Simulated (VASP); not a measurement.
The system is F4S, in a box.

```
CELL_PARAMETERS angstrom
12.00000 0.00000 0.00000
0.00000 11.00000 0.00000
0.00000 0.00000 12.00000
ATOMIC_POSITIONS crystal
F 0.45029 0.45106 0.58746
F 0.62512 0.42979 0.53068
F 0.37705 0.46476 0.41821
F 0.53044 0.57403 0.44280
S 0.50239 0.43930 0.46947
```

Program: VASP 6.6.1. Alike in all runs: no spin polarisation; cell as given; k mesh 1 × 1 × 1; smearing gaussian 0.01 eV.

Order these runs on this cell by their band gap on the k mesh, lowest first.
A. level PBE0+TS; potentials or basis VASP PAW PBE potentials, release 64 (F_h, S_h); cutoff (eV) 900; grid for exact exchange (PRECFOCK) Normal; exchange at q = 0 default
B. level PBE+TS; potentials or basis VASP PAW PBE potentials, release 64 (F, S); cutoff (eV) 520
C. level HSE06+D3(BJ); potentials or basis VASP PAW PBE potentials, release 64 (F, S); cutoff (eV) 520; grid for exact exchange (PRECFOCK) Fast; screening parameter 0.2 1/A

B (5.27 eV), C (7.11 eV), A (7.90 eV).

A k mesh can miss the band edges.

Not every run made on this cell is shown here.
